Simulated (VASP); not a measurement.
Input:

```xyz
3
Lattice="0.0000 2.8075 2.8075 2.8075 0.0000 2.8075 2.8075 2.8075 0.0000" Properties=species:S:1:pos:R:3 pbc="T T T"
Li     1.4038     1.4038     1.4038
Li     4.2113     4.2113     4.2113
Se     0.0000     0.0000     0.0000
```

These are PBE GGA, VASP's PBE PAW potentials (set 64) (plane waves; VASP) values and carry that method's errors. Run with 620 eV cut-off, 7×7×7 Γ-centred mesh, Gaussian smearing of 0.050 eV, potentials Li_sv Se.

Energy and stress use the plane-wave basis of the starting cell.

Task: The ions, cell shape and volume at an external pressure of 20.0 GPa are relaxed. Give the cell that the relaxation ends in.

Result: 
```xyz
3
Lattice="0.0000 2.6994 2.6994 2.6994 0.0000 2.6994 2.6994 2.6994 0.0000" Properties=species:S:1:pos:R:3 pbc="T T T"
Li     1.3497     1.3497     1.3497
Li     4.0490     4.0490     4.0490
Se     0.0000     0.0000     0.0000
```
Space group Fm-3m (225), at a tolerance of 0.03 Å.

Task: How do energy and volume change from the first to the last step?

Result: The energy (σ→0) changes by +149.5 meV/atom and the volume by -11.1 %, in 3 ionic steps.

The compound is Li2Se in the antifluorite structure. This run relaxes it under an external pressure of 20 GPa. Symmetry was kept, so distortions that lower it aren't found.
